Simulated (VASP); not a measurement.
```
CELL_PARAMETERS angstrom
      2.18101    -3.77762     0.00000
      2.18101     3.77762     0.00000
      0.00000     0.00000     5.03408
ATOMIC_POSITIONS crystal
  Se 0.00000 0.22589 0.66667
  Se 0.77411 0.77411 0.00000
  Se 0.22589 0.00000 0.33333
```

Method: PW91 GGA, VASP's PBE PAW potentials (set 64) (plane waves; VASP). Settings: 520 eV cut-off, 6×6×5 Γ-centred mesh, Gaussian smearing of 0.050 eV, potentials Se.

Without a dispersion term in the relaxation, distances and binding between the weakly bound layers, chains or molecules are unreliable, and so is what depends on them.

Task: The ions and cell shape at fixed volume are relaxed. Which structure does the run end with?

Result: 
```
CELL_PARAMETERS angstrom
      2.17014    -3.75879     0.00000
      2.17014     3.75879     0.00000
      0.00000     0.00000     5.08463
ATOMIC_POSITIONS crystal
  Se 0.00000 0.23005 0.66667
  Se 0.76995 0.76995 0.00000
  Se 0.23005 0.00000 0.33333
```
Space group P3_121 (152), at a tolerance of 0.03 Å.

Task: How much energy does the relaxation gain?

Result: The energy (σ→0) changes by -3.2 meV/atom, in 6 ionic steps.

The compound is Se in the trig structure. This cell is one point of a volume scan, at 0.97 of the reference volume. Symmetry was kept, so distortions that lower it aren't found.
